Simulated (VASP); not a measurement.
# Driving VASP from ASE on CdGeAs2

Do ASE scripts that read CdGeAs2 from different structure formats give one answer, and do several routes find one equilibrium volume? All runs use PBEsol. Left out of this account: 1 further run (fields: a reference on another mesh). The start is a computed cell from the Materials Project.

Main program and level: VASP 6.6.1; PBEsol; plane waves and PAW (Cd, Ge_d, As).

Most raw output is cut from this account.

## 1. Set-up

It takes space group I-42d (No. 122, tetragonal). Conventional cell: a = 5.978 Å, b = 5.978 Å, c = 11.329 Å, α = 90.00°, β = 90.00°, γ = 90.00°. Nearest to Cd lie 4 As at 2.65 Å. Nearest to Ge lie 4 As at 2.45 Å. Nearest to As lie 2 Ge at 2.45 Å and 2 Cd at 2.65 Å. Farther neighbours are not listed.

Coordinates:

```cif
data_structure
_symmetry_space_group_name_H-M 'I-42d'
_symmetry_Int_Tables_number 122
_cell_length_a 5.9777
_cell_length_b 5.9777
_cell_length_c 11.3286
_cell_angle_alpha 90.000
_cell_angle_beta 90.000
_cell_angle_gamma 90.000
_cell_volume 404.81
loop_
_atom_site_label
_atom_site_type_symbol
_atom_site_symmetry_multiplicity
_atom_site_Wyckoff_symbol
_atom_site_fract_x
_atom_site_fract_y
_atom_site_fract_z
_atom_site_occupancy
Cd1 Cd 4 b 0.50000 0.00000 0.25000 1
Ge1 Ge 4 a 0.00000 0.00000 0.00000 1
As1 As 8 d 0.22122 0.75000 0.12500 1
```

## 2. Total energy, forces and stress (PBEsol, through ASE)

A single point through ASE, with the structure typed into the script.

Contents of run.py:

```python
import numpy as np
from ase.calculators.vasp import Vasp
from ase import Atoms
from ase.dft.bandgap import bandgap

atoms = Atoms(['Cd', 'Cd', 'Ge', 'Ge', 'As', 'As', 'As', 'As'],
              cell=[[-2.98887456, 2.98887456, 5.66429668], [2.98887456, -2.98887456, 5.66429668], [2.98887456, 2.98887456, -5.66429668]],
              scaled_positions=[[0.25, 0.75, 0.5], [0.5, 0.5, 0.0], [0.0, 0.0, 0.0], [0.75, 0.25, 0.5], [0.875, 0.34621757, 0.97121757], [0.65378243, 0.625, 0.52878243], [0.375, 0.90378243, 0.02878243], [0.09621757, 0.125, 0.47121757]],
              pbc=True)

calc = Vasp(
    xc='pbesol',
    pp='PBE',
    prec='Accurate',
    encut=410,
    ediff=1e-06,
    nelm=100,
    ismear=-1,
    sigma=0.05,
    lreal=False,
    algo='Normal',
    nbands=44,
    lorbit=11,
    lwave=False,
    lcharg=False,
    kpar=8,
    isif=2,
    pp_version='64',
    setups={'Cd': '', 'Ge': '_d', 'As': ''},
    kpts=(7, 7, 7),
    gamma=True,
    txt='vasp.out',
)
atoms.calc = calc

print("energy (eV):", round(atoms.get_potential_energy(), 6))
print("Fermi level (eV):", round(calc.get_fermi_level(), 4))
print("forces (eV/A):")
print(np.round(atoms.get_forces(), 4))
print("stress (GPa, Voigt, tension positive):", np.round(atoms.get_stress() * 160.21766, 3))
gap, p1, p2 = bandgap(calc, direct=False)
print("gap on the mesh (eV):", round(gap, 4))
```

Potentials, in the order of the species: Cd, Ge_d and As (PBE family, release 64).

Command:

```
> export ASE_VASP_COMMAND="mpirun -np 8 vasp_std"
> python run.py
```

It took 93 s on 8 MPI ranks of AMD EPYC 7R43, shared host; peak memory 3.6 GiB; 12 min of CPU time.

The gap is read on the k-mesh alone, so it is an upper bound where the band edges lie off the mesh. The PAW data sets were made with PBE, which is usual practice but a small mismatch for other functionals.

Numbers from this step:

| Item | Value |
| --- | --- |
| SCF cycles | 15 |
| electrons | 72 |
| bands | 44 |
| irreducible k-points | 40 |
| symmetry operations | 8 |
| free energy (TOTEN) | -33.12 eV |
| energy at zero smearing | -33.12 eV |
| Fermi energy | 2.896 eV |
| pressure | -0.7723 GPa |
| metallic | no |
| valence top at k | 0.1429, 0, 0 |
| conduction bottom at k | 0, 0, 0 |
| least direct gap at k | 0, 0, 0 |
| gap on the k-mesh | 0.1552 eV |
| least direct gap on the k-mesh | 0.2142 eV |

Force by atom:

```
atom  x (eV/Å)  y (eV/Å)  z (eV/Å)   size
 Cd1     0.000     0.000     0.000  0.000
 Cd2     0.000     0.000     0.000  0.000
 Ge3     0.000     0.000     0.000  0.000
 Ge4     0.000     0.000     0.000  0.000
 As5     0.166     0.000     0.000  0.166
 As6     0.000    -0.166     0.000  0.166
 As7    -0.166     0.000     0.000  0.166
 As8     0.000     0.166     0.000  0.166
```

The pressure is -0.77 GPa and the largest force 0.166 eV/Å, so the cell is not at a minimum at these settings.

## 3. A single point (PBEsol, through ASE)

System of this step: CdGeAs2. It takes space group I-42d (No. 122, tetragonal). The conventional cell has a = 5.978 Å, b = 5.978 Å, c = 11.329 Å, α = 90.00°, β = 90.00°, γ = 90.00°. Nearest to Cd lie 4 As at 2.65 Å. Nearest to Ge lie 4 As at 2.45 Å. As has 2 Ge at 2.45 Å and 2 Cd at 2.65 Å nearest. Farther neighbours are not listed.

The single point through ASE, with the structure read from a CIF with its space group. The file expands to the conventional cell of 16 atoms, on a 5×5×3 mesh.

Contents of run.py:

```python
import numpy as np
from ase.calculators.vasp import Vasp
from ase.io import read
from ase.dft.bandgap import bandgap

atoms = read('CdGeAs2.cif')

calc = Vasp(
    xc='pbesol',
    pp='PBE',
    prec='Accurate',
    encut=410,
    ediff=1e-06,
    nelm=100,
    ismear=-1,
    sigma=0.05,
    lreal=False,
    algo='Normal',
    nbands=89,
    lorbit=11,
    lwave=False,
    lcharg=False,
    kpar=8,
    isif=2,
    pp_version='64',
    setups={'Cd': '', 'Ge': '_d', 'As': ''},
    kpts=(5, 5, 3),
    gamma=True,
    txt='vasp.out',
)
atoms.calc = calc

print("energy (eV):", round(atoms.get_potential_energy(), 6))
print("Fermi level (eV):", round(calc.get_fermi_level(), 4))
print("forces (eV/A):")
print(np.round(atoms.get_forces(), 4))
print("stress (GPa, Voigt, tension positive):", np.round(atoms.get_stress() * 160.21766, 3))
gap, p1, p2 = bandgap(calc, direct=False)
print("gap on the mesh (eV):", round(gap, 4))
```

Contents of CdGeAs2.cif:

```cif
data_CdGeAs2
_cell_length_a 5.97774913
_cell_length_b 5.97774913
_cell_length_c 11.32859336
_cell_angle_alpha 90.00000000
_cell_angle_beta 90.00000000
_cell_angle_gamma 90.00000000
_space_group_name_H-M_alt 'I-42d'
_space_group_name_Hall 'I -4 2bw'
_space_group_IT_number 122
loop_
_space_group_symop_operation_xyz
'x,y,z'
'y,-x,-z'
'-x,-y,z'
'-y,x,-z'
'x,-y+1/2,-z+1/4'
'y,x+1/2,z+1/4'
'-x,y+1/2,-z+1/4'
'-y,-x+1/2,z+1/4'
'x+1/2,y+1/2,z+1/2'
'y+1/2,-x+1/2,-z+1/2'
'-x+1/2,-y+1/2,z+1/2'
'-y+1/2,x+1/2,-z+1/2'
'x+1/2,-y,-z+3/4'
'y+1/2,x,z+3/4'
'-x+1/2,y,-z+3/4'
'-y+1/2,-x,z+3/4'
loop_
_atom_site_label
_atom_site_type_symbol
_atom_site_symmetry_multiplicity
_atom_site_Wyckoff_symbol
_atom_site_fract_x
_atom_site_fract_y
_atom_site_fract_z
_atom_site_occupancy
Cd1 Cd 4 b 0.5000000000 0.0000000000 0.2500000000 1
Ge1 Ge 4 a 0.0000000000 0.0000000000 0.0000000000 1
As1 As 8 d 0.2212175700 0.7500000000 0.1250000000 1
```

The job ended after 1.7 min (8 MPI ranks; peak memory 3.8 GiB; 13 min of CPU time).

This step gave:

```yaml
electrons: 144
bands: 89
irreducible_k_points: 12
free_energy_toten: -66.2346 eV
energy_at_zero_smearing: -66.2330 eV
fermi_energy: 2.870 eV
pressure: -0.7592 GPa
valence_top_at_k: 0.2, 0, 0.3333
gap_on_the_k_mesh: 0.1948 eV
least_direct_gap_on_the_k_mesh: 0.2136 eV
```

Force by atom:

| atom | x (eV/Å) | y (eV/Å) | z (eV/Å) | size |
| --- | --- | --- | --- | --- |
| Cd1 | 0.000 | 0.000 | 0.000 | 0.000 |
| Cd2 | 0.000 | 0.000 | 0.000 | 0.000 |
| Cd3 | 0.000 | 0.000 | 0.000 | 0.000 |
| Cd4 | 0.000 | 0.000 | 0.000 | 0.000 |
| Ge5 | 0.000 | 0.000 | 0.000 | 0.000 |
| Ge6 | 0.000 | 0.000 | 0.000 | 0.000 |
| Ge7 | 0.000 | 0.000 | 0.000 | 0.000 |
| Ge8 | 0.000 | 0.000 | 0.000 | 0.000 |
| As9 | 0.168 | 0.000 | 0.000 | 0.168 |
| As10 | 0.000 | -0.168 | 0.000 | 0.168 |
| As11 | -0.168 | 0.000 | 0.000 | 0.168 |
| As12 | 0.000 | 0.168 | 0.000 | 0.168 |
| As13 | 0.000 | 0.168 | 0.000 | 0.168 |
| As14 | 0.000 | -0.168 | 0.000 | 0.168 |
| As15 | 0.168 | 0.000 | 0.000 | 0.168 |
| As16 | -0.168 | 0.000 | 0.000 | 0.168 |

The energy lies +0.11 meV an atom from the first script, since this cell and mesh sample the zone at other points.

## 4. Relaxing cell and atoms (PBEsol, through ASE)

System of this step: CdGeAs2. It takes space group I-42d (No. 122, tetragonal). The conventional cell has a = 5.978 Å, b = 5.978 Å, c = 11.329 Å, α = 90.00°, β = 90.00°, γ = 90.00°. Nearest to Cd lie 4 As at 2.65 Å. Nearest to Ge lie 4 As at 2.45 Å. Nearest to As lie 2 Ge at 2.45 Å and 2 Cd at 2.65 Å. Farther neighbours are not listed.

The start need not lie at this functional's minimum. ISIF = 3 frees volume, shape and positions, and EDIFFG sets the threshold on forces and stress at which the search stops.

Contents of run.py:

```python
import numpy as np
from ase.calculators.vasp import Vasp
from ase import Atoms

atoms = Atoms(['Cd', 'Cd', 'Ge', 'Ge', 'As', 'As', 'As', 'As'],
              cell=[[-2.98887456, 2.98887456, 5.66429668], [2.98887456, -2.98887456, 5.66429668], [2.98887456, 2.98887456, -5.66429668]],
              scaled_positions=[[0.25, 0.75, 0.5], [0.5, 0.5, 0.0], [0.0, 0.0, 0.0], [0.75, 0.25, 0.5], [0.875, 0.34621757, 0.97121757], [0.65378243, 0.625, 0.52878243], [0.375, 0.90378243, 0.02878243], [0.09621757, 0.125, 0.47121757]],
              pbc=True)

calc = Vasp(
    xc='pbesol',
    pp='PBE',
    prec='Accurate',
    encut=410,
    ediff=1e-06,
    nelm=100,
    ismear=-1,
    sigma=0.05,
    lreal=False,
    algo='Normal',
    nbands=44,
    lorbit=11,
    lwave=False,
    lcharg=False,
    kpar=8,
    ibrion=2,
    nsw=60,
    isif=3,
    ediffg=-0.01,
    pp_version='64',
    setups={'Cd': '', 'Ge': '_d', 'As': ''},
    kpts=(7, 7, 7),
    gamma=True,
    txt='vasp.out',
)
atoms.calc = calc

print("energy (eV):", round(atoms.get_potential_energy(), 6))
print("Fermi level (eV):", round(calc.get_fermi_level(), 4))
print("forces (eV/A):")
print(np.round(atoms.get_forces(), 4))
print("stress (GPa, Voigt, tension positive):", np.round(atoms.get_stress() * 160.21766, 3))
print("cell (A, degrees):", np.round(atoms.cell.cellpar(), 4))
print("volume (A^3):", round(atoms.get_volume(), 4))
print("positions:")
print(np.round(atoms.get_scaled_positions(), 5))
```

The job ended after 4.4 min (8 MPI ranks; peak memory 3.9 GiB).

The run keeps the 8 symmetry operations of its start, so it cannot find a distortion of lower symmetry.

The steps of the relaxation:

```csv
step,energy less that of the first step (eV),largest force (eV/Å),pressure (GPa),volume (Å³)
1,0.0000,0.1658,-0.77,202.41
2,-0.0099,0.1088,0.29,198.85
3,-0.0101,0.1154,0.17,199.24
4,-0.0125,0.0506,0.07,199.46
5,-0.0131,0.0007,0.01,199.64
6,-0.0131,0.0029,0.01,199.65
7,-0.0132,0.0020,0.00,199.69
```

| conventional cell, symmetrised | before | after | change |
| --- | --- | --- | --- |
| a (Å) | 5.978 | 5.947 | -0.5 % |
| b (Å) | 5.978 | 5.947 | -0.5 % |
| c (Å) | 11.329 | 11.292 | -0.3 % |
| volume (Å³/atom) | 25.30 | 24.96 | -1.3 % |

The atoms that moved most (Å, as changes of fractional coordinates times the final cell):

```csv
atom,dx,dy,dz,length
As6,0.000,-0.019,0.000,0.019
As5,0.019,0.000,0.000,0.019
As7,-0.019,0.000,0.000,0.019
As8,0.000,0.019,0.000,0.019
```

The relaxed structure:

```
Cd Ge As
1.0
    -2.97351    2.97351    5.64620
     2.97351   -2.97351    5.64620
     2.97351    2.97351   -5.64620
Cd Ge As
2 2 4
Direct
  0.25000 0.75000 0.50000
  0.50000 0.50000 0.00000
  0.00000 0.00000 0.00000
  0.75000 0.25000 0.50000
  0.87500 0.34946 0.97446
  0.65054 0.62500 0.52554
  0.37500 0.90054 0.02554
  0.09946 0.12500 0.47446
```

This step gave:

```
electrons                       : 72
bands                           : 44
irreducible k-points            : 40
free energy (TOTEN)             : -33.13 eV
energy at zero smearing         : -33.13 eV
Fermi energy                    : 3.030 eV
pressure                        : -0.001973 GPa
valence top at k                : 0.1429, 0, 0
SCF cycles over all ionic steps : 50
gap on the k-mesh               : 0.1628 eV
least direct gap on the k-mesh  : 0.2205 eV
```

It ends with a largest force of 0.002 eV/Å and a pressure of 0.00 GPa.

## 5. Equation of state by an ASE loop (PBEsol)

An ASE loop scales the volume and fits the energies, which gives the bulk modulus from energies alone.

Contents of run.py:

```python
import numpy as np
from ase.calculators.vasp import Vasp
from ase.io import read
from ase.eos import EquationOfState
from ase.units import GPa

atoms = read('structure.vasp')

calc = Vasp(
    xc='pbesol',
    pp='PBE',
    prec='Accurate',
    encut=410,
    ediff=1e-06,
    nelm=100,
    ismear=-1,
    sigma=0.05,
    lreal=False,
    algo='Normal',
    nbands=44,
    lorbit=11,
    lwave=False,
    lcharg=False,
    kpar=8,
    isif=2,
    pp_version='64',
    setups={'Cd': '', 'Ge': '_d', 'As': ''},
    kpts=(7, 7, 7),
    gamma=True,
    txt='vasp.out',
)
atoms.calc = calc

cell, volumes, energies = atoms.get_cell(), [], []
for x in [0.94, 0.96, 0.98, 1.0, 1.02, 1.04, 1.06]:
    atoms.set_cell(cell * x ** (1 / 3), scale_atoms=True)
    volumes.append(atoms.get_volume())
    energies.append(atoms.get_potential_energy())
    print(f"{x:.2f}  V = {volumes[-1]:.4f} A^3  E = {energies[-1]:.6f} eV")
v0, e0, b0 = EquationOfState(volumes, energies, eos="birchmurnaghan").fit()
print(f"V0 = {v0:.4f} A^3  E0 = {e0:.6f} eV  B0 = {b0 / GPa:.2f} GPa")
```

Contents of structure.vasp:

```
CdGeAs2
1.0
   -2.9888745628      2.9888745628      5.6642966801
    2.9888745628     -2.9888745628      5.6642966801
    2.9888745628      2.9888745628     -5.6642966801
Cd Ge As
2 2 4
Direct
    0.2500000000      0.7500000000      0.5000000000
    0.5000000000      0.5000000000      0.0000000000
    0.0000000000      0.0000000000      0.0000000000
    0.7500000000      0.2500000000      0.5000000000
    0.8750000000      0.3462175700      0.9712175700
    0.6537824300      0.6250000000      0.5287824300
    0.3750000000      0.9037824300      0.0287824300
    0.0962175700      0.1250000000      0.4712175700
```

The job ended after 9.7 min (8 MPI ranks; peak memory 3.8 GiB).

Numbers from this step:

* bulk modulus: 60.7 GPa
* equilibrium volume of the fit: 25.09 Å³/atom

The fitted volume lies +0.51 % from the relaxed one.

## 6. Relaxation driven by ASE (PBEsol)

Here ASE drives the relaxation and calls VASP for forces and stress at each step.

Contents of run.py:

```python
import numpy as np
from ase.calculators.vasp import Vasp
from ase import Atoms
from ase.optimize import BFGS
from ase.filters import FrechetCellFilter

atoms = Atoms(['Cd', 'Cd', 'Ge', 'Ge', 'As', 'As', 'As', 'As'],
              cell=[[-2.98887456, 2.98887456, 5.66429668], [2.98887456, -2.98887456, 5.66429668], [2.98887456, 2.98887456, -5.66429668]],
              scaled_positions=[[0.25, 0.75, 0.5], [0.5, 0.5, 0.0], [0.0, 0.0, 0.0], [0.75, 0.25, 0.5], [0.875, 0.34621757, 0.97121757], [0.65378243, 0.625, 0.52878243], [0.375, 0.90378243, 0.02878243], [0.09621757, 0.125, 0.47121757]],
              pbc=True)

calc = Vasp(
    xc='pbesol',
    pp='PBE',
    prec='Accurate',
    encut=410,
    ediff=1e-06,
    nelm=100,
    ismear=-1,
    sigma=0.05,
    lreal=False,
    algo='Normal',
    nbands=44,
    lorbit=11,
    lwave=False,
    lcharg=False,
    kpar=8,
    isif=2,
    pp_version='64',
    setups={'Cd': '', 'Ge': '_d', 'As': ''},
    kpts=(7, 7, 7),
    gamma=True,
    txt='vasp.out',
)
atoms.calc = calc

BFGS(FrechetCellFilter(atoms)).run(fmax=0.02, steps=30)
print("cell (A, degrees):", np.round(atoms.cell.cellpar(), 4))
print("volume (A^3):", round(atoms.get_volume(), 4))
print("energy (eV):", round(atoms.get_potential_energy(), 6))
print("Fermi level (eV):", round(calc.get_fermi_level(), 4))
print("forces (eV/A):")
print(np.round(atoms.get_forces(), 4))
print("stress (GPa, Voigt, tension positive):", np.round(atoms.get_stress() * 160.21766, 3))
```

Run time: 7.8 min. Hardware: 8 MPI ranks; peak memory 3.6 GiB.

Numbers from this step:

| Property | Result |
| --- | --- |
| optimizer steps | 4 |
| volume after bfgs | 24.95 Å³/atom |

## 7. The runs together

```
                                                run  atoms   mesh  energy (eV/atom)  pressure (GPa)
               ASE, structure typed into the script      8  7×7×7          -4.13968          -0.772
ASE, structure read from a CIF with its space group     16  5×5×3          -4.13957          -0.759
```

## 8. A single point (PBEsol, through ASE), changed input

This run is made with a changed input; what comes of it follows.

Contents of run.py:

```python
import numpy as np
from ase.calculators.vasp import Vasp
from ase import Atoms
from ase.dft.bandgap import bandgap

atoms = Atoms(['Cd', 'Cd', 'Ge', 'Ge', 'As', 'As', 'As', 'As'],
              cell=[[-5.64815, 5.64815, 10.70397], [5.64815, -5.64815, 10.70397], [5.64815, 5.64815, -10.70397]],
              scaled_positions=[[0.25, 0.75, 0.5], [0.5, 0.5, 0.0], [0.0, 0.0, 0.0], [0.75, 0.25, 0.5], [0.875, 0.34621757, 0.97121757], [0.65378243, 0.625, 0.52878243], [0.375, 0.90378243, 0.02878243], [0.09621757, 0.125, 0.47121757]],
              pbc=True)

calc = Vasp(
    xc='pbesol',
    pp='PBE',
    prec='Accurate',
    encut=410,
    ediff=1e-06,
    nelm=51,
    ismear=-1,
    sigma=0.05,
    lreal=False,
    algo='Normal',
    nbands=44,
    lorbit=11,
    lwave=False,
    lcharg=False,
    kpar=8,
    isif=2,
    pp_version='64',
    setups={'Cd': '', 'Ge': '_d', 'As': ''},
    kpts=(3, 3, 3),
    gamma=True,
    txt='vasp.out',
)
atoms.calc = calc

print("energy (eV):", round(atoms.get_potential_energy(), 6))
print("Fermi level (eV):", round(calc.get_fermi_level(), 4))
print("forces (eV/A):")
print(np.round(atoms.get_forces(), 4))
print("stress (GPa, Voigt, tension positive):", np.round(atoms.get_stress() * 160.21766, 3))
gap, p1, p2 = bandgap(calc, direct=False)
print("gap on the mesh (eV):", round(gap, 4))
```

Elapsed: 3.9 min, on 8 MPI ranks; peak memory 11 GiB; 31 min of CPU time.

The run converged, but on settings that are not sound, so its numbers are not to be trusted.

The fault in the input: cell typed in bohr. POSCAR is in ångström: multiply bohr by 0.529.

## 9. Results

| Item | Value |
| --- | --- |
| energy, ASE, structure typed into the script | -4.13968 eV/atom |
| energy, ASE, structure read from a CIF with its space group | -4.13957 eV/atom |
| volume from VASP's own relaxation | 24.96 Å³/atom |
| volume from the fit of the ASE volume loop | 25.09 Å³/atom |
| volume from BFGS in ASE | 24.95 Å³/atom |

In words: With the structure read from a CIF with its space group, ASE's run differs from the first script by +0.1 meV an atom, on the larger cell and its own mesh. The routes to the equilibrium volume agree within 0.55 %. VASP's relaxation keeps the plane waves of its start, while ASE starts VASP afresh at each cell, and a loop at fixed shape can't relax anything but the volume.

[Lines on the potential files, build, host, timing and source positions are cut from VASP's logs without a mark.]

[Logs are printed without paths, hosts, clocks, repeated set-up lines and the standing remarks that a program may print on its own settings, such as how far it seeks lower states.]

[Hosts, paths, dates, database ids (printed as entryN), source tags and the programs' standing remarks are cut or masked in the printed files.]

[A measured line is paired with the nearest computed mode of its activity, which favours agreement.]
